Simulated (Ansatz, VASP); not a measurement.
One calculation of ReP2, two programs

```
Re P
1.0
     4.39320    0.00000    0.00000
    -2.19660    3.80462    0.00000
     0.00000    0.00000    2.59016
Re P
1 2
Direct
  0.00000 0.00000 0.50000
  0.33333 0.66667 0.50000
  0.66667 0.33333 0.50000
```

Alike in both runs: functional PBE; k mesh 12 × 12 × 18; occupations gaussian, width 0.1 eV; no spin polarisation.

Ansatz relaxed the structure, and its values are those at the end. VASP's run is a single point on that final structure, the one shown.

|  | VASP | Ansatz |
| --- | --- | --- |
| version | VASP 6.6.1 | Ansatz 0.2.0 |
| potentials or method | VASP PAW PBE potentials, release 64 (Re, P) | scalar-relativistic, plane waves, PAW |
| plane-wave cutoff (eV) | 520 | 420 |
| valence electrons in the cell | 17 | 25 |

VASP gave:

| Quantity | Value |
| --- | --- |
| gap on the k mesh at the Fermi level (eV) | none |
| pressure (GPa) | 0.1 |

**Question.** Estimate Ansatz's values.

**Answer.** gap on the k mesh at the Fermi level (eV): none; pressure (GPa): 0.0.

A gap of «none» marks a metal or a gap that the smearing closes. The two sets of potentials don't hold the same shells in valence.

The runs have no spin-orbit coupling, so splittings on Re are missing.
